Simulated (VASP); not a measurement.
# Biaxial (001) strain of bcc Nb at the PBEsol level: normal strain, stress, strain energy and the moduli C₁₁ and C₁₂

Calculated are the normal strain, the in-plane stress and the strain energy of body-centred cubic Nb when both in-plane axes of the (001) plane are strained equally, from −2 % to +2 %. Strains are measured against the crystal relaxed with PBEsol, and so is the energy, which is given per atom. The questions are how each quantity depends on the imposed strain, which elastic moduli follow, and where the linear description fails. This is the deformation of an epitaxial (001) film whose surface is free to move along the normal. The response of such a film is governed by a combination of moduli, and the same data allow two of the three cubic elastic constants to be recovered.

## How the numbers were made

The start is an entry of the ASE's table of reference states database. The crystal was relaxed with PBEsol. Equal strain is imposed in the (001) plane; the strain along the normal is adjusted until the normal stress vanishes, and the atoms are relaxed with PBEsol. VASP 6.6.1, plane waves with PAW, cutoff 450 eV, no spin polarisation, no spin-orbit coupling, k mesh 25×25×25, static lattice. The same in all rows: band gap on the k mesh at PBEsol: 0.000 eV.

Notes on method and selection:

- Runs that did not converge, have known faults or may not be shown are not listed, and runs on Ansatz's PAW sets soft_1 and soft_2 are kept to separate tables.

Columns:

- strain (%): strain in the plane (tension positive).
- normal strain (%): strain along the normal.
- stress (GPa): in-plane stress, tension positive.
- strain energy (meV/atom): energy per atom above the relaxed crystal.

Input lines of one member:

```
PREC = Accurate
ENCUT = 450
EDIFF = 1E-07
NELM = 120
ISMEAR = 1
SIGMA = 0.15
LREAL = .FALSE.
ALGO = Normal
GGA = PS
NBANDS = 12
LASPH = .TRUE.
LORBIT = 11
KPAR = 2
IBRION = 1
NSW = 25
```

Command (options for logging and memory left out): `mpirun -np 2 vasp_std`

## Table of results

| member | strain (%) | normal strain (%) | stress (GPa) | strain energy (meV/atom) |
| --- | --- | --- | --- | --- |
| −2 % | −2.0 | 2.202 | −5.38 | 12.39 |
| −1.5 % | −1.5 | 1.643 | −3.97 | 7.085 |
| −1 % | −1.0 | 1.090 | −2.61 | 3.272 |
| −0.5 % | −0.5 | 0.543 | −1.28 | 0.9333 |
| 0 % | 0.0 | 0.000 | −0.01 | 0.01739 |
| +0.5 % | 0.5 | −0.539 | 1.23 | 0.4466 |
| +1 % | 1.0 | −1.082 | 2.43 | 2.212 |
| +1.5 % | 1.5 | −1.656 | 3.52 | 5.293 |
| +2 % | 2.0 | −2.305 | 4.37 | 9.534 |

Least-squares fits to the whole series, with x = strain (%); R² and errors in the fitted variable (y, or ln y where the fit is in ln y):

| y | members | fit | R² | rms residual | leave-one-out rms | the same for the mean of the others |
| --- | --- | --- | --- | --- | --- | --- |
| normal strain (%) | 9 | y = −0.01156 − 1.112 x | 1.00 | 0.031 | 0.045 | 1.6 |
| stress (GPa) | 9 | y = −0.1889 + 2.469 x | 1.00 | 0.19 | 0.28 | 3.6 |

## The trend and its physics

Tension in the plane makes the crystal contract along the normal by slightly more than the imposed strain. The stress rises by about 2.5 GPa per percent, and the energy grows roughly as the square of the strain. At equal size, compression costs more energy than tension.

The simplest model assumes that stress is linear in strain, that the moduli keep their cubic values, and that the normal stress is zero. With one atom in the primitive cell there is no internal relaxation to add. Let $\varepsilon$ be the in-plane strain and $\varepsilon_n$ the normal strain. The normal stress is

$$\sigma_n = 2C_{12}\,\varepsilon + C_{11}\,\varepsilon_n = 0,$$

which gives

$$\varepsilon_n = -r\,\varepsilon, \qquad r = 2C_{12}/C_{11}.$$

The in-plane stress is

$$\sigma = (C_{11}+C_{12})\,\varepsilon + C_{12}\,\varepsilon_n.$$

Inserting $\varepsilon_n$ and $C_{12} = rC_{11}/2$ leaves

$$\sigma = M\varepsilon, \qquad M = C_{11}(1+r)(1-r/2).$$

Each of the two in-plane directions contributes work $\sigma\varepsilon/2$ per volume, and the normal direction contributes none. With $V_0$ the volume per atom, the strain energy per atom is therefore

$$E = V_0 M \varepsilon^2.$$

The three parameters are $r$, $M$ and $V_0$. The first two fix $C_{11}$ and $C_{12}$, and with them the bulk modulus $B = (C_{11}+2C_{12})/3$ and the tetragonal shear modulus $C' = (C_{11}-C_{12})/2$. The constant $C_{44}$ does not enter, because the cube axes stay at right angles.

The ratio $r$ reflects a competition between volume and shape. A crystal that kept its volume would have $r = 2$. Here $r$ is near 1.1, so the volume grows by about 0.9 % for each percent of tension, and the resistance to a change of shape carries part of the load.

## Testing the model

The model is fixed on the members −1 % and +1 %, with strains in percent.

- Normal strain: $r$ = (1.090 + 1.082) / 2 = 1.086.
- Stress: $M$ = (2.61 + 2.43) / 2 = 2.52 GPa per percent, or 2.52 × 100 = 252 GPa.
- Energy: $V_0M$ = (3.272 + 2.212) / 2 = 2.742 meV per atom and percent squared. The 0.01739 meV at zero strain is small enough to neglect here.

The elastic constants follow as $C_{11}$ = 252 / ((1 + 1.086) × (1 − 1.086 / 2)) = 264 GPa and $C_{12}$ = 1.086 × 264 / 2 = 143 GPa. Hence $B$ = (264 + 2 × 143) / 3 = 183 GPa, and $C'$ = (264 − 143) / 2, about 60 GPa. The pair at ±0.5 % has $r$ = (0.543 + 0.539) / 1.0 = 1.082 and $M$ = (1.28 + 1.23) / 1.0 = 2.51 GPa per percent, or 2.51 × 100 = 251 GPa, which gives $C_{11}$ = 251 / ((1 + 1.082) × (1 − 1.082 / 2)) = 263 GPa and $C_{12}$ = 1.082 × 263 / 2 = 142 GPa.

With 1 GPa Å³ = 6.24 meV, the energy implies $V_0$ = 2.742 / (2.52 × 0.01 × 6.24) = 17.4 Å³, in agreement with the relaxed cell. Stress and averaged energy thus give the same modulus.

Four other members test the model:

- **−2 %:** normal strain 1.086 × 2 = 2.172 % (table 2.202); stress −2.52 × 2 = −5.04 GPa (−5.38); energy 2.742 × 4 = 10.97 meV (12.39).
- **−0.5 %:** 1.086 × 0.5 = 0.543 % (0.543); −2.52 × 0.5 = −1.26 GPa (−1.28); 2.742 × 0.5 × 0.5 = 0.686 meV (0.9333).
- **+0.5 %:** −0.543 % (−0.539); 1.26 GPa (1.23); 0.686 meV (0.4466).
- **+2 %:** −2.172 % (−2.305); 5.04 GPa (4.37); 10.97 meV (9.534).

## Members off the line

Largest departures from the fit to the whole series:

| member | normal strain (%) | fit | computed − fit | in rms residuals |
| --- | --- | --- | --- | --- |
| +2 % | −2.305 | −2.236 | −0.069 | 2.3 |
| +1 % | −1.082 | −1.124 | +0.042 | 1.4 |
| +0.5 % | −0.539 | −0.568 | +0.029 | 0.9 |
| +1.5 % | −1.656 | −1.680 | +0.024 | 0.8 |

For stress and normal strain the largest failure is at +2 %, where the model stress is 5.04 − 4.37 = 0.67 GPa too high and the model contraction 2.305 − 2.172 = 0.133 % too small. The assumption of constant moduli fails there. From +0.5 to +1 % the stress rises by (2.43 − 1.23) / 0.5 = 2.40 GPa per percent, but from +1.5 to +2 % by only (4.37 − 3.52) / 0.5 = 1.70 GPa per percent. Ordinary anharmonicity has this sign, since stretched bonds soften. Under compression, however, the slope changes much more slowly, from (5.38 − 3.97) / 0.5 = 2.82 to (2.61 − 1.28) / 0.5 = 2.66 GPa per percent. The much faster softening at large tension may therefore have a further cause, and a redistribution of electrons among d bands near the Fermi level is a possible one.

The energy departs differently: its error changes sign with the strain and is already large at ±0.5 %. The energy slope there, (0.4466 − 0.9333) / 1.0 = −0.487 meV per percent, corresponds to a stress of −0.487 / (2 × 17.4 × 0.01 × 6.24) = −0.22 GPa at zero strain, whereas the table gives −0.01 GPa. What fails is the assumption that the energy is the work of the tabulated stress. A likely cause is the fixed plane-wave cutoff: an expanded cell receives more plane waves, which lowers its energy without entering the stress. Averaging over opposite strains removes this term.

## Conclusions

Linear elasticity reproduces the stress to within 4 % for the members up to ±1 % and to within about 7 % at ±1.5 %. At +2 % it overestimates the stress by 15 %. The normal strain is followed more closely, to within 2 % everywhere except at +2 %, where the miss is 6 %.

The elastic constants from the two smallest pairs of strains differ by only about 1 GPa. Two omitted effects are probably larger than that. Lattice vibrations, absent from a static calculation, would lower the biaxial modulus by roughly a few percent at room temperature. The choice of functional matters by a similar amount: PBE, which usually gives larger lattice constants than PBEsol, would be expected to give moduli lower by roughly 5 %.

[Logs are printed without paths, hosts, clocks, repeated set-up lines and the standing remarks that a program may print on its own settings, such as how far it seeks lower states.]
